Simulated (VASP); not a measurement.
Given:

```yaml
crystal:
  lattice:
    - [0.00000, 2.15853, 2.15853]
    - [2.15853, 0.00000, 2.15853]
    - [2.15853, 2.15853, 0.00000]
  atoms:
    - { symbol: Be, position: [0.25000, 0.25000, 0.25000] }
    - { symbol: Be, position: [0.75000, 0.75000, 0.75000] }
    - { symbol: C, position: [0.00000, 0.00000, 0.00000] }
```

These are PBEsol GGA, VASP's PBE PAW potentials (set 64) (plane waves; VASP) values and carry that method's errors. Settings: 520 eV cut-off, Gaussian smearing of 0.050 eV, potentials Be C.

### Question
Give the energies of bands 2 to 7 at the high-symmetry points, in eV from the valence-band maximum.

### Answer

| band | Γ | X | U | L | W |
|---|---|---|---|---|---|
| 2 | 0.00 | -6.82 | -6.95 | -8.82 | -6.37 |
| 3 | 0.00 | -4.79 | -6.33 | -1.85 | -5.95 |
| 4 | 0.00 | -4.79 | -4.04 | -1.85 | -5.95 |
| 5 | 4.10 | 1.06 | 3.25 | 4.96 | 5.65 |
| 6 | 4.10 | 5.78 | 8.33 | 4.96 | 8.15 |
| 7 | 4.10 | 13.30 | 11.59 | 7.11 | 9.58 |

The gap is indirect, 1.06 eV, from the valence maximum at Γ to the conduction minimum at X.

The compound is Be2C in the antifluorite structure. It was relaxed first.
